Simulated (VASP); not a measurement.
Data:

```yaml
crystal:
  lattice:
    - [0.00000, 3.20898, 3.20898]
    - [3.20898, 0.00000, 3.20898]
    - [3.20898, 3.20898, 0.00000]
  atoms:
    - { symbol: Sn, position: [0.00000, 0.00000, 0.00000] }
    - { symbol: S, position: [0.75000, 0.75000, 0.75000] }
```

Calculation: PBEsol GGA, VASP's PBE PAW potentials (set 64) (plane waves; VASP). Run with 400 eV cut-off, 7×7×7 Γ-centred mesh, Gaussian smearing of 0.050 eV, potentials Sn_d S.

### Question
What does the run give for the energy per atom (σ→0)?

### Answer

```
Property                       Result
---------------------  --------------
energy per atom (σ→0)  -4.423 eV/atom
```

The absolute energy has meaning only against runs of the same code, potentials and settings.

The structure comes from a computed database's SnS entry (F-43m); how it stands against other phases isn't given here. It was relaxed first, which changed the volume by -5 %. The start is the result of an earlier pass.
